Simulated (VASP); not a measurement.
# AlSH3 in VASP: a series of runs

The runs below take AlSH3 through single point, with revPBE, LDA, SCAN+D3(BJ), r2SCAN+D3(BJ).

Everything below comes from runs of VASP 6.6.1. Logs are shortened: lines on timing, memory, paths and dates and some standing lists are left out, and cuts for length are marked.

## Step 1: The structure

The cell holds a molecule in a box, 5 atoms: a = 13.000 Å, b = 11.000 Å, c = 12.000 Å, α = 90.00°, β = 90.00°, γ = 90.00°.

## Step 2: Single point, revPBE

INCAR

```
  PREC = Accurate
  ENCUT = 520
  EDIFF = 1E-6
  ISMEAR = 0
  SIGMA = 0.01
  LREAL = False
  LASPH = True
  NELM = 100
  ALGO = Normal
  ISIF = 2
  LWAVE = False
  LCHARG = False
  GGA = RE
```

KPOINTS

```
regular mesh
0
Gamma
  1 1 1
```

POSCAR

```
AlH3S
1.0
   13.0000000000      0.0000000000      0.0000000000
    0.0000000000     11.0000000000      0.0000000000
    0.0000000000      0.0000000000     12.0000000000
Al S H
1 1 3
Cartesian
    5.9079000500      5.4338499600      6.0822000000
    7.6531000000      5.1549500200      7.3605000000
    4.5422999700      4.8479500300      6.6150000000
    6.0828999400      6.1940499500      4.7075000400
    8.4837000300      5.7858499600      6.5129000400
```

Potentials or basis: VASP PAW PBE potentials, release 64 (Al, S, H).

On the command line:

```
$ cat potpaw_PBE.64/Al/POTCAR potpaw_PBE.64/S/POTCAR potpaw_PBE.64/H/POTCAR > POTCAR
$ mpirun -np 1 vasp_gam > vasp.out
```

OUTCAR:

```text
PREC = Accurate
   ENCUT = 520
   EDIFF = 1E-6
   ISMEAR = 0
   LREAL = False
   LASPH = True
   NELM = 100
   ISIF = 2
   GGA = RE

 ion  position               nearest neighbor table
   1  0.454  0.494  0.507-   3 1.58   4 1.58   2 2.18
   2  0.589  0.469  0.613-   5 1.34   1 2.18
   3  0.349  0.441  0.551-   1 1.58
   4  0.468  0.563  0.392-   1 1.58
   5  0.653  0.526  0.543-   2 1.34

  LATTYP: Found a simple orthorhombic cell.
 ALAT       =    11.0000000000
 B/A-ratio  =     1.0909090909
 C/A-ratio  =     1.1818181818

  Lattice vectors:

 A1 = (   0.0000000000,  11.0000000000,   0.0000000000)
 A2 = (   0.0000000000,   0.0000000000,  12.0000000000)
 A3 = (  13.0000000000,   0.0000000000,   0.0000000000)

Analysis of symmetry for initial positions (statically):
=====================================================================
 Subroutine PRICEL returns:
 Original cell was already a primitive cell.

 Routine SETGRP: Setting up the symmetry group for a
 simple orthorhombic supercell.

 Subroutine GETGRP returns: Found  1 space group operations
 (whereof  1 operations were pure point group operations)
 out of a pool of  8 trial point group operations.

The static configuration has the point symmetry C_1 .

Analysis of symmetry for dynamics (positions and initial velocities):
=====================================================================
 Subroutine PRICEL returns:
 Original cell was already a primitive cell.

 Routine SETGRP: Setting up the symmetry group for a
 simple orthorhombic supercell.

 Subroutine GETGRP returns: Found  1 space group operations
 (whereof  1 operations were pure point group operations)
 out of a pool of  8 trial point group operations.

The dynamic configuration has the point symmetry C_1 .

 Subroutine INISYM returns: Found  1 space group operations
 (whereof  1 operations are pure point group operations),
 and found     1 'primitive' translations

----------------------------------------------------------------------------------------

                                     Primitive cell

  volume of cell :    1716.0000
[... 68 lines left out ...]
   LASPH  =      T    aspherical Exc in radial PAW
   ENCUT  =  520.0 eV  38.22 Ry    6.18 a.u.  24.17 20.45 22.31*2*pi/ulx,y,z
   NELM   =    100;   NELMIN=  2; NELMDL= -5     # of ELM steps
   EDIFF  = 0.1E-05   stopping-criterion for ELM
   LREAL  =      F    real-space projection
   EDIFFG = 0.1E-04   stopping-criterion for IOM
   NSW    =      0    number of steps for IOM
   IBRION =     -1    ionic relax: 0-MD 1-quasi-New 2-CG
   NFREE  =      0    steps in history (QN), initial steepest desc. (CG)
   ISIF   =      2    stress and relaxation
   ISYM   =      2    0-nonsym 1-usesym 2-fastsym
   POTIM  = 0.5000    time-step for ionic-motion
   TEBEG  =    0.0;   TEEND  =   0.0 temperature during run
   PSTRESS=    0.0 pullay stress
   NELECT =      12.0000    total number of electrons
   NUPDOWN=      -1.0000    fix difference up-down
   EMIN   =  10.00;   EMAX   =-10.00  energy-range for DOS
   EFERMI =   0.00;   METHOD = LEGACY
   ISMEAR =     0;   SIGMA  =   0.01  broadening in eV -4-tet -1-fermi 0-gaus
   EFERMI_NEDOS =   21; number of points for ismear=-14 and -15
   IALGO  =     38    algorithm
   IMIX   =      4    mixing-type and parameters
     AMIX     =   0.40;   BMIX     =  1.00
     AMIX_MAG =   1.60;   BMIX_MAG =  1.00
  volume/ion in A,a.u.               =     343.20      2316.03
  Fermi-wavevector in a.u.,A,eV,Ry     =   0.313061  0.591600  1.333472  0.098007
  Thomas-Fermi vector in A             =   1.193077
   LORBIT       =      0    0 simple, 1 ext, 2 COOP (PROOUT), +10 PAW based schemes
   GGA     = RE    functional components
   LHFCALC =     F    Hartree Fock is set to
   AEXX    =    0.0000 exact exchange contribution
   IVDW    =     0    specifies the selected vdW correction
   LEPSILON=     F    determine dielectric tensor
   LRPA    =     F    only Hartree local field effects (RPA)
 non-spin polarized calculation
 Gauss-broadening in eV      SIGMA  =   0.01
  energy-cutoff  :      520.00
  volume of cell :     1716.00
 maximum number of plane-waves:     23131
 NGX is ok and might be reduce to    98
   NGX = 49   NGY = 41   NGZ = 45

 number of electron      12.0000000 magnetization

 Free energy of the ion-electron system (eV)
  ---------------------------------------------------
  ext. energy  EPLUGINS =         0.00000000
  ---------------------------------------------------
  free energy    TOTEN  =       -18.00607978 eV

  energy without entropy =      -18.00607978  energy(sigma->0) =      -18.00607978

 E-fermi :  -6.3328     XC(G=0):  -0.8170

 val. band max:       -6.4144832255   @ k =   0.0000   0.0000   0.0000
 cond. band min:      -1.8346171956   @ k =   0.0000   0.0000   0.0000
 fundamental gap:      4.5798660300
 Fermi energy:        -6.3327904838

 k-point     1 :       0.0000    0.0000    0.0000
  band No.  band energies     occupation
      1     -17.7351      2.00000
      2     -10.3547      2.00000
      3      -9.4260      2.00000
      4      -7.3184      2.00000
      5      -7.1075      2.00000
      6      -6.4145      2.00000
      7      -1.8346      0.00000
      8      -0.7078      0.00000
      9      -0.3421      0.00000
     10      -0.0274      0.00000

------------------------ aborting loop because EDIFF is reached ----------------------------------------

  FORCE on cell =-STRESS in cart. coord.  units (eV):
  Direction    XX          YY          ZZ          XY          YZ          ZX
  --------------------------------------------------------------------------------------
  -------------------------------------------------------------------------------------
  Total        0.5944474      0.0990976      0.4566411      0.0775351     -0.2370208      0.1253809
  in kB        0.5550176      0.0925244      0.4263519      0.0723922     -0.2212992      0.1170643
  external PRESSURE =       0.3579647 kB  Pullay stress =       0.0000000 kB

 VOLUME and BASIS-vectors are now :
 -----------------------------------------------------------------------------
  energy-cutoff  :      520.00
  volume of cell :     1716.00
      direct lattice vectors                 reciprocal lattice vectors
    13.000000000  0.000000000  0.000000000     0.076923077  0.000000000  0.000000000
     0.000000000 11.000000000  0.000000000     0.000000000  0.090909091  0.000000000
     0.000000000  0.000000000 12.000000000     0.000000000  0.000000000  0.083333333

 POSITION                                       TOTAL-FORCE (eV/Angst)
 -----------------------------------------------------------------------------------
      5.90790      5.43385      6.08220        -0.101826      0.033195     -0.106455
      7.65310      5.15495      7.36050         0.107341     -0.125690      0.284972
      4.54230      4.84795      6.61500        -0.116637     -0.051907      0.048241
      6.08290      6.19405      4.70750        -0.001944      0.061310     -0.116083
      8.48370      5.78585      6.51290         0.113066      0.083092     -0.110675
 -----------------------------------------------------------------------------------
    total drift:                               -0.000315      0.000050     -0.000141

  FREE ENERGIE OF THE ION-ELECTRON SYSTEM (eV)
  ---------------------------------------------------
  free  energy   TOTEN  =       -18.0060797763 eV

  energy  without entropy=      -18.0060797763  energy(sigma->0) =      -18.00607978
```

stdout:

```text
POSCAR found type information on POSCAR AlS H
 POSCAR found :  3 types and       5 ions
 scaLAPACK will be used
 -----------------------------------------------------------------------------
|                                                                             |
|                                                                             |
|     You enforced a specific xc type in the INCAR file but a different       |
|     I HOPE YOU KNOW WHAT YOU ARE DOING!                                     |
|                                                                             |
 -----------------------------------------------------------------------------

 LDA part: xc-table for (Slater+PW92), standard interpolation
 POSCAR, INCAR and KPOINTS ok, starting setup
 FFT: planning ... GRIDC
 FFT: planning ... GRID_SOFT
 FFT: planning ... GRID
 WAVECAR not read
 entering main loop
```

It took 2.7 min on 1 thread of Intel Xeon Platinum 8259CL at 2.50GHz (Skylake/Cascade Lake), shared host; peak memory 1.2 GiB.

What came out:

* Free energy: -18.0061 eV
* Largest force: 0.329 eV/Å
* Gap between the frontier levels: 4.58 eV

Forces in eV/Å, atoms in the order of the input:
```
Al  -0.102  0.033 -0.106
S    0.107 -0.126  0.285
H   -0.117 -0.052  0.048
H   -0.002  0.061 -0.116
H    0.113  0.083 -0.111
```

Levels at points of the mesh, in eV from the valence-band top:
```csv
k point,band 2,band 3,band 4,band 5,band 6,band 7,band 8,band 9,band 10
"(0.00, 0.00, 0.00)",-3.94,-3.01,-0.90,-0.69,0.00,4.58,5.71,6.07,6.39
```

Caveat: the PAW data sets were made with another functional, which shifts forces and pressure a little.

## Step 3: Single point, LDA

INCAR

```
PREC     = Accurate       # precision mode
ENCUT    = 400            # plane-wave cutoff, eV
EDIFF    = 1E-6           # SCF threshold, eV
ISMEAR   = 0              # smearing method
SIGMA    = 0.01           # smearing width, eV
LREAL    = F              # projectors in reciprocal space
LASPH    = T              # aspherical terms in the spheres
NELM     = 60             # most SCF steps
ALGO     = Normal         # electronic algorithm
ISIF     = 2              # what is computed and relaxed
LWAVE    = F              # write WAVECAR
LCHARG   = F              # write CHGCAR
NBANDS   = 14             # bands
```

KPOINTS

```
Automatic mesh
0
Gamma
  1 1 1
```

POSCAR is that of step 2.

Potentials or basis: VASP PAW LDA potentials, release 64 (Al, S, H_s).

On the command line:

```
$ cat potpaw_LDA.64/Al/POTCAR potpaw_LDA.64/S/POTCAR potpaw_LDA.64/H_s/POTCAR > POTCAR
$ mpirun -np 1 vasp_gam > vasp.out
```

Wall time 48 s (1 thread of Intel Xeon Platinum 8259CL at 2.50GHz (Skylake/Cascade Lake), shared host); peak memory 0.65 GiB.

Results (log left out):

```yaml
Free_energy: -18.5341 eV
Largest_force: 0.302 eV/Å
Gap_between_the_frontier_levels: 4.43 eV
```

Forces in eV/Å, atoms in the order of the input:
```
Al   0.186 -0.006  0.092
S   -0.269 -0.106  0.087
H   -0.065 -0.046  0.060
H    0.028  0.046 -0.075
H    0.120  0.113 -0.163
```

Levels at points of the mesh, in eV from the valence-band top:
| k point | band 4 | band 5 | band 6 | band 7 | band 8 | band 9 |
| --- | --- | --- | --- | --- | --- | --- |
| (0.00, 0.00, 0.00) | -0.84 | -0.58 | 0.00 | 4.43 | 5.75 | 6.03 |

## Step 4: Single point, SCAN+D3(BJ)

INCAR

```
ALGO = Normal ; EDIFF = 1E-7
ENCUT = 520 ; ISIF = 2
ISMEAR = 0 ; IVDW = 12
LASPH = T ; LCHARG = F
LMIXTAU = T ; LREAL = F
LWAVE = F ; METAGGA = SCAN
NELM = 100 ; PREC = Accurate
SIGMA = 0.01
```

KPOINTS

```
k-points
0
Gamma
  1 1 1
```

POSCAR

```
AlH3S
1.0
   13.0000000000      0.0000000000      0.0000000000
    0.0000000000     11.0000000000      0.0000000000
    0.0000000000      0.0000000000     12.0000000000
Al S H
1 1 3
Direct
    0.4544538500      0.4939863600      0.5068500000
    0.5887000000      0.4686318200      0.6133750000
    0.3494076900      0.4407227300      0.5512500000
    0.4679153800      0.5630954500      0.3922916700
    0.6525923100      0.5259863600      0.5427416700
```

Potentials or basis: VASP PAW PBE potentials, release 64 (Al, S, H).

On the command line:

```
$ cat potpaw_PBE.64/Al/POTCAR potpaw_PBE.64/S/POTCAR potpaw_PBE.64/H/POTCAR > POTCAR
$ mpirun -np 1 vasp_gam > vasp.out
```

It took 12 min on 1 thread of Intel Xeon Platinum 8259CL at 2.50GHz (Skylake/Cascade Lake), shared host; peak memory 1.6 GiB.

Results (log left out):

```yaml
Free_energy: -27.7693 eV
Largest_force: 0.159 eV/Å
Gap_between_the_frontier_levels: 5.07 eV
Dispersion_energy_per_atom: -0.003 eV
```

Forces in eV/Å, atoms in the order of the input:
```
Al   0.020  0.000  0.007
S   -0.004  0.072 -0.141
H    0.068  0.026 -0.021
H   -0.014 -0.040  0.072
H   -0.070 -0.059  0.083
```

Levels at points of the mesh, in eV from the valence-band top:
```
           k point  band 3  band 4  band 5  band 6  band 7  band 8  band 9  band 10
(0.00, 0.00, 0.00)   -3.10   -0.95   -0.72    0.00    5.07    6.50    6.74     7.16
```

Caveat: the PAW data sets were made with another functional, which shifts forces and pressure a little.

## Step 5: Single point, r2SCAN+D3(BJ)

INCAR

```
PREC = Accurate
ENCUT = 400
EDIFF = 1E-6
ISMEAR = 0
SIGMA = 0.01
LREAL = False
LASPH = True
NELM = 60
ALGO = Normal
ISIF = 2
LWAVE = False
LCHARG = False
METAGGA = R2SCAN
LMIXTAU = True
IVDW = 12
VDW_S6 = 1.0
VDW_S8 = 0.78981345
VDW_A1 = 0.49484001
VDW_A2 = 5.73083694
```

KPOINTS

```
regular mesh
0
Gamma
  1 1 1
```

POSCAR is that of step 4.

Potentials or basis: VASP PAW PBE potentials, release 64 (Al, S, H_s).

On the command line:

```
$ cat potpaw_PBE.64/Al/POTCAR potpaw_PBE.64/S/POTCAR potpaw_PBE.64/H_s/POTCAR > POTCAR
$ mpirun -np 1 vasp_gam > vasp.out
```

Wall time 5.5 min (1 thread of Intel Xeon Platinum 8259CL at 2.50GHz (Skylake/Cascade Lake), shared host); peak memory 1.1 GiB.

The run converged. Its results:

| Item | Value |
| --- | --- |
| Free energy | -25.1475 eV |
| Largest force | 0.059 eV/Å |
| Gap between the frontier levels | 5.11 eV |
| Dispersion energy per atom | -0.004 eV |

Forces on the atoms (eV/Å):
```
Al   0.010  0.010 -0.014
S   -0.016  0.019 -0.045
H    0.047  0.018 -0.016
H   -0.015 -0.028  0.050
H   -0.027 -0.018  0.025
```

Levels at points of the mesh, in eV from the valence-band top:
```
           k point  band 3  band 4  band 5  band 6  band 7  band 8  band 9  band 10
(0.00, 0.00, 0.00)   -3.09   -0.94   -0.72    0.00    5.11    6.51    6.76     7.14
```

Caveat: the PAW data sets were made with another functional, which shifts forces and pressure a little. r2SCAN opens gaps a little over a GGA but as a rule still falls short of measured ones.

## Step 6: For comparison

An earlier run on the cell as given: functional PBE; potentials or basis VASP PAW PBE potentials, release 64 (Al, S, H); cutoff 520 eV; k mesh 1 × 1 × 1; occupations gaussian, width 0.01 eV; no spin polarisation.

* Largest force: 0.244 eV/Å
* Gap between the frontier levels: 4.53 eV

## Step 7: The runs side by side

| level | potentials or basis | cutoff (eV) | gap on the mesh (eV) | largest force (eV/Å) |
| --- | --- | --- | --- | --- |
| revPBE | VASP PAW PBE potentials, release 64 (Al, S, H) | 520 | 4.58 | 0.33 |
| LDA | VASP PAW LDA potentials, release 64 (Al, S, H_s) | 400 | 4.43 | 0.30 |
| SCAN+D3(BJ) | VASP PAW PBE potentials, release 64 (Al, S, H) | 520 | 5.07 | 0.16 |
| r2SCAN+D3(BJ) | VASP PAW PBE potentials, release 64 (Al, S, H_s) | 400 | 5.11 | 0.06 |
| PBE | VASP PAW PBE potentials, release 64 (Al, S, H) | 520 | 4.53 | 0.24 |

Alike in all rows: task single point; no spin polarisation; cell as given; k mesh 1 × 1 × 1; smearing gaussian 0.01 eV.

Caveats: the PAW data sets were made with another functional, which shifts forces and pressure a little (some runs).

Total energies depend on the potentials used, so only differences within one code and one set of settings carry meaning.
